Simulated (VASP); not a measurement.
Here is a VASP 6.6.1 calculation.

Contents of INCAR:

```
ALGO = Normal
EDIFF = 1E-6
ENCUT = 520
GGA = PE
ISIF = 2
ISMEAR = 0
LASPH = T
LCHARG = F
LREAL = F
LWAVE = F
NBANDS = 30
NELM = 80
PREC = Accurate
SIGMA = 0.1
```

The input KPOINTS:

```
k-points
0
Gamma
  8 8 8
```

The input POSCAR:

```
Sc3TaH
1.0
    4.4480180413      0.0000000000      0.0000000000
    0.0000000000      4.4480180413      0.0000000000
    0.0000000000      0.0000000000      4.4480180413
Sc Ta H
3 1 1
Direct
    0.0000000000      0.5000000000      0.5000000000
    0.5000000000      0.0000000000      0.5000000000
    0.5000000000      0.5000000000      0.0000000000
    0.0000000000      0.0000000000      0.0000000000
    0.5000000000      0.5000000000      0.5000000000
```

Potentials or basis: VASP PAW PBE potentials, release 64 (Sc_sv, Ta_pv, H).

Command:

```bash
$ cat potpaw_PBE.64/Sc_sv/POTCAR potpaw_PBE.64/Ta_pv/POTCAR potpaw_PBE.64/H/POTCAR > POTCAR
$ mpirun -np 1 vasp_std > vasp.out
```

Task: Estimate the band gap on the k mesh.

Result: None (metal or under the smearing width).

Task: What does it give for the pressure?

Result: 0.1 GPa.

The run has no spin-orbit coupling, so splittings on Ta are missing.
